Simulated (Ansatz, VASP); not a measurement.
# TiOs3: VASP beside Ansatz

```
Os Ti
1.0
     3.88773    0.00000    0.00000
     0.00000    3.88773    0.00000
     0.00000    0.00000    3.88773
Os Ti
3 1
Direct
  0.00000 0.50000 0.50000
  0.50000 0.00000 0.50000
  0.50000 0.50000 0.00000
  0.00000 0.00000 0.00000
```

The cell comes from a database or a generator and needn't be the stable form of this composition.

Alike in both runs: task single point; functional PBE; k mesh 7 × 7 × 7; occupations fermi-dirac, width 0.05 eV; no spin polarisation.

```csv
,VASP,Ansatz
version,VASP 6.6.1,Ansatz 0.2.0
potentials or method,"VASP PAW PBE potentials, release 64 (Os, Ti_sv)",Ansatz PAW
plane-wave cutoff (eV),520,420
valence electrons in the cell,36,60
```

VASP gave:

| Property | Result |
| --- | --- |
| gap on the k mesh at the Fermi level (eV) | none |
| pressure (GPa) | -1.4 |

Question: Which values does Ansatz return?

Answer: gap on the k mesh at the Fermi level (eV): none; pressure (GPa): -1.2.

A gap of «none» marks a metal or a gap that the smearing closes. The two sets of potentials don't hold the same shells in valence.

Spin-orbit coupling is left out, which matters for the levels of Os.
